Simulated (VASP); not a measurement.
**V: formation energy of a vacancy on the V site**

Aim: the formation energy and local structure of a vacancy on the V site in V.

Program: VASP 6.6.1. Level of theory: PBEsol, no spin polarisation; plane waves and PAW (V). Results are calculated unless marked as measured.

**1. The host crystal**

It takes space group Im-3m (No. 229, cubic). The conventional cell has a = 3.020 Å, b = 3.020 Å, c = 3.020 Å, α = 90.00°, β = 90.00°, γ = 90.00°. Nearest to V lie 8 V at 2.62 Å.

As a file:

```cif
data_structure
_symmetry_space_group_name_H-M 'P 1'
_symmetry_Int_Tables_number 1
_cell_length_a 2.6154
_cell_length_b 2.6154
_cell_length_c 2.6154
_cell_angle_alpha 109.471
_cell_angle_beta 109.471
_cell_angle_gamma 109.471
_cell_volume 13.77
loop_
_atom_site_label
_atom_site_type_symbol
_atom_site_fract_x
_atom_site_fract_y
_atom_site_fract_z
_atom_site_occupancy
V1 V 0.00000 0.00000 0.00000 1
```

**2. The host at zero pressure**

First cell and atoms are relaxed at a raised cutoff, so that later runs start from this functional's own cell.

INCAR reads:

```
SYSTEM = V
PREC = Accurate
ENCUT = 350
EDIFF = 1E-06
NELM = 120
ISMEAR = 1
SIGMA = 0.15
LREAL = .FALSE.
ALGO = Normal
GGA = PS
NBANDS = 8
LASPH = .TRUE.
LORBIT = 11
LWAVE = .FALSE.
LCHARG = .FALSE.
KPAR = 8
IBRION = 2
NSW = 40
ISIF = 3
EDIFFG = -0.02
POTIM = 0.4
```

POSCAR reads:

```
V
1.0
   -1.5100000000      1.5100000000      1.5100000000
    1.5100000000     -1.5100000000      1.5100000000
    1.5100000000      1.5100000000     -1.5100000000
V
1
Direct
    0.0000000000      0.0000000000      0.0000000000
```

KPOINTS reads:

```
Automatic mesh
0
Gamma
15 15 15
0 0 0
```

The projector-augmented-wave data sets are V (PBE family, release 64).

Run with:

```sh
mpirun -np 8 vasp_std
```

Log:

```text
[banner, memory and clock lines left out]
running    8 mpi-ranks, on    1 nodes
 distrk:  each k-point on    1 cores,    8 groups
 distr:  one band on    1 cores,    1 groups

 POSCAR found type information on POSCAR V
 POSCAR found :  1 types and       1 ions
|                                                                             |
|           W    W    AA    RRRRR   N    N  II  N    N   GGGG   !!!           |
|           W    W   A  A   R    R  NN   N  II  NN   N  G    G  !!!           |
|           W    W  A    A  R    R  N N  N  II  N N  N  G       !!!           |
|           W WW W  AAAAAA  RRRRR   N  N N  II  N  N N  G  GGG   !            |
|           WW  WW  A    A  R   R   N   NN  II  N   NN  G    G                |
|           W    W  A    A  R    R  N    N  II  N    N   GGGG   !!!           |
|                                                                             |
|     For optimal performance we recommend to set                             |
|       NCORE = 2 up to number-of-cores-per-socket                            |
|     NCORE specifies how many cores store one orbital (NPAR=cpu/NCORE).      |
|     This setting can greatly improve the performance of VASP for DFT.       |
|     The default, NCORE=1 might be grossly inefficient on modern             |
|     multi-core architectures or massively parallel machines. Do your        |
|     Unfortunately you need to use the default for GW and RPA                |
|     calculations (for HF NCORE is supported but not extensively tested      |
|     yet).                                                                   |
|                                                                             |

|                                                                             |
|               ----> ADVICE to this user running VASP <----                  |
|                                                                             |
|     You enforced a specific xc type in the INCAR file but a different       |
|     [... a line on the potential file left out ...]
|     I HOPE YOU KNOW WHAT YOU ARE DOING!                                     |
|                                                                             |

 LDA part: xc-table for (Slater+PW92), standard interpolation
 POSCAR, INCAR and KPOINTS ok, starting setup
 FFT: planning ... GRIDC
 FFT: planning ... GRID_SOFT
 FFT: planning ... GRID
 WAVECAR not read
 entering main loop
       N       E                     dE             d eps       ncg     rms          rms(c)
DAV:   1    -0.241323113827E+01   -0.24132E+01   -0.17131E+03  1960   0.442E+02
DAV:   2    -0.111187484587E+02   -0.87055E+01   -0.81969E+01  2000   0.570E+01
DAV:   3    -0.111671392886E+02   -0.48391E-01   -0.48323E-01  2488   0.615E+00
DAV:   4    -0.111673977770E+02   -0.25849E-03   -0.25848E-03  2184   0.351E-01
DAV:   5    -0.111674005466E+02   -0.27696E-05   -0.27698E-05  2464   0.290E-02    0.123E+01
DAV:   6    -0.963004220407E+01    0.15374E+01   -0.53608E+00  2072   0.335E+01    0.190E+00
DAV:   7    -0.957463395758E+01    0.55408E-01   -0.14462E-01  2472   0.475E+00    0.130E+00
DAV:   8    -0.956294639016E+01    0.11688E-01   -0.59529E-03  1976   0.110E+00    0.229E-01
DAV:   9    -0.956250550636E+01    0.44088E-03   -0.94430E-04  2768   0.212E-01    0.644E-02
DAV:  10    -0.956246821188E+01    0.37294E-04   -0.14655E-05  2664   0.405E-02    0.594E-03
DAV:  11    -0.956246521884E+01    0.29930E-05   -0.19947E-06  1048   0.170E-02    0.420E-04
DAV:  12    -0.956246524241E+01   -0.23568E-07   -0.65033E-08   992   0.242E-03
   1 F= -.95624652E+01 E0= -.95632420E+01  d E =-.956247E+01
 curvature:   0.00 expect dE= 0.000E+00 dE for cont linesearch  0.000E+00
 trial: gam= 0.00000 g(F)=  0.128E-65 g(S)=  0.161E+00 ort = 0.000E+00 (trialstep = 0.100E+01)
 search vector abs. value=  0.161E+00
 bond charge predicted
       N       E                     dE             d eps       ncg     rms          rms(c)
DAV:   1    -0.973761192870E+01   -0.17515E+00   -0.10233E+01  1920   0.485E+01    0.517E+00
DAV:   2    -0.959426150412E+01    0.14335E+00   -0.40771E-01  2200   0.933E+00    0.113E+00
DAV:   3    -0.957903581997E+01    0.15226E-01   -0.25761E-02  2656   0.190E+00    0.223E-01
DAV:   4    -0.957661457214E+01    0.24212E-02   -0.33093E-03  2000   0.572E-01    0.946E-02
DAV:   5    -0.957668927515E+01   -0.74703E-04   -0.87131E-05  2424   0.847E-02    0.290E-02
DAV:   6    -0.957668302056E+01    0.62546E-05   -0.46567E-07  1520   0.535E-03    0.468E-04
DAV:   7    -0.957668314553E+01   -0.12497E-06   -0.21193E-08   960   0.170E-03
   2 F= -.95766831E+01 E0= -.95774338E+01  d E =-.142179E-01
 trial-energy change:   -0.014218  1 .order   -0.006592   -0.161384    0.148199
 step:   0.5577(harm=  0.5213)  dis= 0.00000  next Energy=    -9.608794 (dE=-0.463E-01)
 bond charge predicted
       N       E                     dE             d eps       ncg     rms          rms(c)
DAV:   1    -0.964030778326E+01   -0.63625E-01   -0.20829E+00  1920   0.232E+01    0.220E+00
DAV:   2    -0.961293666956E+01    0.27371E-01   -0.90820E-02  2296   0.418E+00    0.599E-01
DAV:   3    -0.961023692918E+01    0.26997E-02   -0.31832E-03  2824   0.566E-01    0.200E-01
DAV:   4    -0.960971918523E+01    0.51774E-03   -0.10289E-03  1992   0.315E-01    0.213E-02
DAV:   5    -0.960970090408E+01    0.18281E-04   -0.46896E-06  2152   0.180E-02    0.601E-03
DAV:   6    -0.960969926836E+01    0.16357E-05   -0.15374E-06  1928   0.150E-02    0.322E-04
DAV:   7    -0.960969925510E+01    0.13259E-07   -0.53685E-09   960   0.910E-04
   3 F= -.96096993E+01 E0= -.96106302E+01  d E =-.472340E-01
 curvature:  -0.26 expect dE=-0.218E-05 dE for cont linesearch -0.218E-05
 trial: gam=-0.00717 g(F)=  0.235E-64 g(S)=  0.842E-05 ort = 0.117E-02 (trialstep = 0.912E+00)
 search vector abs. value=  0.539E-09
 reached required accuracy - stopping structural energy minimisation
```

Run time: 10 s. Hardware: 8 MPI ranks of AMD EPYC 7R43, shared host; peak memory 0.73 GiB; 74 s of CPU time.

Lines that name or quote the potential files are left out of all logs, and their timing lines are given in words.

Parts of OUTCAR (step 2):

```text
ion  position               nearest neighbor table
   1  0.000  0.000  0.000-

  LATTYP: Found a body centered cubic cell.
 ALAT       =     3.0200000000

 Subroutine GETGRP returns: Found 48 space group operations
 (whereof 48 operations were pure point group operations)

The static configuration has the point symmetry O_h .

 Found    120 irreducible k-points:

   k-points           NKPTS =    120   k-points in BZ     NKDIM =    120   number of bands    NBANDS=      8

   dimension x,y,z NGX =    16 NGY =   16 NGZ =   16
   dimension x,y,z NGXF=    32 NGYF=   32 NGZF=   32

   ENCUT  =  350.0 eV  25.72 Ry    5.07 a.u.   3.99  3.99  3.99*2*pi/ulx,y,z

   NELECT =       5.0000    total number of electrons

 k-points in reciprocal lattice and weights: Automatic mesh
   0.00000000  0.00000000  0.00000000       0.000
   0.06666667  0.00000000  0.00000000       0.004
   0.13333333  0.00000000  0.00000000       0.004
   0.20000000  0.00000000  0.00000000       0.004
   0.26666667  0.00000000  0.00000000       0.004
   0.33333333  0.00000000  0.00000000       0.004
   0.40000000  0.00000000  0.00000000       0.004
   0.46666667  0.00000000  0.00000000       0.004
   0.06666667  0.06666667  0.00000000       0.007
[...]
-0.46666667 -0.46666667  0.40000000       0.002
  -0.46666667  0.46666667  0.46666667       0.002

 average (electrostatic) potential at core
       1 -38.4583

 E-fermi :   6.5214

 k-point     1 :       0.0000    0.0000    0.0000
  band No.  band energies     occupation
      1      -0.1513      2.00000
      2       6.9267     -0.00090
      3       6.9267     -0.00090
      4       6.9267     -0.00090
      5       9.0584     -0.00000
      6       9.0584     -0.00000
    ...

 k-point     2 :       0.0667    0.0000    0.0000
  band No.  band energies     occupation
      1       0.0369      2.00000
      2       6.8446     -0.00941
      3       6.9095     -0.00155
      4       7.0653     -0.00000
      5       8.9643     -0.00000
      6       9.0642     -0.00000
    ...

 k-point     3 :       0.1333    0.0000    0.0000
  band No.  band energies     occupation
      1       0.5774      2.00000
      2       6.6187      0.11910
      3       6.8227     -0.01556
      4       7.4682     -0.00000
      5       8.7747     -0.00000
      6       9.0857     -0.00000
    ...

  Total       -0.0085282     -0.0085282     -0.0085282     -0.0000000      0.0000000     -0.0000000
  in kB       -1.0718000     -1.0718000     -1.0718000     -0.0000000      0.0000000     -0.0000000
  external PRESSURE =      -1.0718000 kB  Pullay stress =       0.0000000 kB

  energy-cutoff  :      350.00
  volume of cell :       12.75
      direct lattice vectors                 reciprocal lattice vectors
    -1.471625255  1.471625255  1.471625255     0.000000000  0.339760410  0.339760410
     1.471625255 -1.471625255  1.471625255     0.339760410  0.000000000  0.339760410
     1.471625255  1.471625255 -1.471625255     0.339760410  0.339760410  0.000000000

 POSITION                                       TOTAL-FORCE (eV/Angst)
 -----------------------------------------------------------------------------------
      0.00000      0.00000     -0.00000         0.000000     -0.000000      0.000000
 -----------------------------------------------------------------------------------
    total drift:                               -0.000000      0.000000      0.000000

  FREE ENERGIE OF THE ION-ELECTRON SYSTEM (eV)
  ---------------------------------------------------
  free  energy   TOTEN  =        -9.6096992551 eV

  energy  without entropy=       -9.6124921845  energy(sigma->0) =       -9.61063023

 reached required accuracy - stopping structural energy minimisation

 total charge
# of ion       s       p       d       tot
------------------------------------------
    1        0.607   0.699   3.641   4.947

[... 3 further parts left out ...]
```

This run has no spin polarisation, so a moment on V, if there is one, isn't seen. Its electron count is odd, so without a moment it is a metal by construction. The PAW data sets were made with PBE, which is usual practice but a small mismatch for other functionals. The data set V keeps the semicore shell frozen, which is cheaper and a little less accurate. The run keeps the 48 symmetry operations of its start, so it cannot find a distortion of lower symmetry.

Relaxation path:

```
step  energy less that of the first step (eV)  largest force (eV/Å)  pressure (GPa)  volume (Å³)
   1                                   0.0000                0.0000          -13.73        13.77
   2                                  -0.0142                0.0000           14.51        11.97
   3                                  -0.0472                0.0000           -0.11        12.75
```

```
conventional cell, symmetrised  before  after  change
                         a (Å)   3.020  2.943  -2.5 %
                         b (Å)   3.020  2.943  -2.5 %
                         c (Å)   3.020  2.943  -2.5 %
              volume (Å³/atom)   13.77  12.75  -7.4 %
```

The relaxed structure:

```
V
1.0
    -1.47163    1.47163    1.47163
     1.47163   -1.47163    1.47163
     1.47163    1.47163   -1.47163
V
1
Direct
  0.00000 0.00000 0.00000
```

This step gave:

| Quantity | Value |
| --- | --- |
| electronic cycles | 26 |
| electrons | 5 |
| free energy (TOTEN) | -9.610 eV |
| energy at zero smearing | -9.611 eV |
| Fermi energy | 6.521 eV |
| labelled metallic, from the levels on this mesh | yes |

The run ended after 3 ionic steps, 0.047 eV below its first step, once forces and stress met EDIFFG = -0.02.

**3. Relax the host again, on a new basis**

The volume changed by more than 5 %, so the plane waves of the start no longer fit; a second relaxation removes that error.

INCAR, as its differences from that of step 2:

```diff
@@ -17,3 +17,3 @@
 IBRION = 2
-NSW = 40
+NSW = 30
 ISIF = 3
```

POSCAR reads:

```
V
1.0
   -1.4716252555      1.4716252555      1.4716252555
    1.4716252555     -1.4716252555      1.4716252555
    1.4716252555      1.4716252555     -1.4716252555
V
1
Direct
    0.0000000000      0.0000000000      0.0000000000
```

KPOINTS reads:

```
Automatic mesh
0
Gamma
16 16 16
0 0 0
```

Run with:

```sh
mpirun -np 8 vasp_std
```

Log:

```text
[banner, memory and clock lines left out]
running    8 mpi-ranks, on    1 nodes
 distrk:  each k-point on    1 cores,    8 groups
 distr:  one band on    1 cores,    1 groups

 POSCAR found type information on POSCAR V
 POSCAR found :  1 types and       1 ions
 [... a notice as in an earlier step ...]

 [... a notice as in an earlier step ...]

 LDA part: xc-table for (Slater+PW92), standard interpolation
 POSCAR, INCAR and KPOINTS ok, starting setup
 FFT: planning ... GRIDC
 FFT: planning ... GRID_SOFT
 FFT: planning ... GRID
 WAVECAR not read
 entering main loop
       N       E                     dE             d eps       ncg     rms          rms(c)
DAV:   1    -0.327164268069E+01   -0.32716E+01   -0.17635E+03  2400   0.463E+02
DAV:   2    -0.110015105215E+02   -0.77299E+01   -0.73118E+01  2408   0.562E+01
DAV:   3    -0.110471458530E+02   -0.45635E-01   -0.45511E-01  2928   0.606E+00
DAV:   4    -0.110473927646E+02   -0.24691E-03   -0.24691E-03  2592   0.362E-01
DAV:   5    -0.110473952166E+02   -0.24520E-05   -0.24523E-05  3008   0.290E-02    0.135E+01
DAV:   6    -0.969509390777E+01    0.13523E+01   -0.41539E+00  2480   0.305E+01    0.193E+00
DAV:   7    -0.961621621854E+01    0.78878E-01   -0.22523E-01  2872   0.633E+00    0.125E+00
DAV:   8    -0.960411757208E+01    0.12099E-01   -0.87524E-03  2432   0.142E+00    0.256E-01
DAV:   9    -0.960328305595E+01    0.83452E-03   -0.16157E-03  3184   0.295E-01    0.763E-02
DAV:  10    -0.960321681334E+01    0.66243E-04   -0.48719E-05  3032   0.859E-02    0.919E-03
DAV:  11    -0.960321207393E+01    0.47394E-05   -0.25484E-06  1392   0.178E-02    0.616E-04
DAV:  12    -0.960321223296E+01   -0.15903E-06   -0.97061E-08  1208   0.343E-03
   1 F= -.96032122E+01 E0= -.96029651E+01  d E =-.960321E+01
 curvature:   0.00 expect dE= 0.000E+00 dE for cont linesearch  0.000E+00
 trial: gam= 0.00000 g(F)=  0.132E-64 g(S)=  0.611E-06 ort = 0.000E+00 (trialstep = 0.100E+01)
 search vector abs. value=  0.611E-06
 reached required accuracy - stopping structural energy minimisation
```

It took 4.6 s on 8 MPI ranks; peak memory 0.69 GiB; 30 s of CPU time.

From OUTCAR (step 3):

```text
  LATTYP: Found a body centered cubic cell.
 ALAT       =     2.9432505110

The static configuration has the point symmetry O_h .

 Found    145 irreducible k-points:

   k-points           NKPTS =    145   k-points in BZ     NKDIM =    145   number of bands    NBANDS=      8

   ENCUT  =  350.0 eV  25.72 Ry    5.07 a.u.   3.89  3.89  3.89*2*pi/ulx,y,z

   NELECT =       5.0000    total number of electrons

 E-fermi :   6.5316

 k-point     1 :       0.0000    0.0000    0.0000
  band No.  band energies     occupation
      1      -0.1513      2.00000
      2       6.9314     -0.00107
      3       6.9314     -0.00107
      4       6.9314     -0.00107
      5       9.0632     -0.00000
      6       9.0632     -0.00000
    ...

 k-point     2 :       0.0625    0.0000    0.0000
  band No.  band energies     occupation
      1       0.0144      2.00000
      2       6.8590     -0.00849
      3       6.9166     -0.00171
      4       7.0533     -0.00001
      5       8.9796     -0.00000
      6       9.0683     -0.00000
    ...

  Total       -0.0022964     -0.0022964     -0.0022964      0.0000000     -0.0000000     -0.0000000
  in kB       -0.2886118     -0.2886118     -0.2886118      0.0000000     -0.0000000     -0.0000000
  external PRESSURE =      -0.2886118 kB  Pullay stress =       0.0000000 kB

  energy-cutoff  :      350.00
  volume of cell :       12.75
      direct lattice vectors                 reciprocal lattice vectors
    -1.471625256  1.471625256  1.471625256     0.000000000  0.339760410  0.339760410
     1.471625256 -1.471625256  1.471625256     0.339760410  0.000000000  0.339760410
     1.471625256  1.471625256 -1.471625256     0.339760410  0.339760410  0.000000000

 POSITION                                       TOTAL-FORCE (eV/Angst)
 -----------------------------------------------------------------------------------
      0.00000      0.00000      0.00000         0.000000      0.000000      0.000000
 -----------------------------------------------------------------------------------
    total drift:                               -0.000000      0.000000      0.000000

  FREE ENERGIE OF THE ION-ELECTRON SYSTEM (eV)
  ---------------------------------------------------
  free  energy   TOTEN  =        -9.6032122330 eV

  energy  without entropy=       -9.6024708553  energy(sigma->0) =       -9.60296511

 total charge
# of ion       s       p       d       tot
------------------------------------------
    1        0.607   0.697   3.643   4.947

[... 4 parts as in an earlier step ...]

[... 6 further parts left out ...]
```

CONTCAR:

```
V
   1.00000000000000
    -1.4716252555000000    1.4716252555000000    1.4716252555000000
     1.4716252555000000   -1.4716252555000000    1.4716252555000000
     1.4716252555000000    1.4716252555000000   -1.4716252555000000
  V
     1
Direct
     0.0000000000000000    0.0000000000000000    0.0000000000000000
```

Little changed from the start: no atom moved by 0.005 Å and no cell edge by 0.1 %.

This step gave:

- electronic cycles: 12
- free energy (TOTEN): -9.603 eV
- energy at zero smearing: -9.603 eV
- Fermi energy: 6.532 eV

The start already met the threshold, so nothing moved.

(Part 1 of 3 ends here.)

[Lines on the potential files, build, host, timing and source positions are cut from VASP's logs without a mark.]

[Logs are printed without paths, hosts, clocks, repeated set-up lines and the standing remarks that a program may print on its own settings, such as how far it seeks lower states.]

[Hosts, paths, dates, database ids (printed as entryN), source tags and the programs' standing remarks are cut or masked in the printed files.]

[In band tables of VASP the shares of atoms and orbitals are scaled to a sum of 1 inside the atoms' spheres.]

[Runs that stopped without an error message from VASP are left out.]
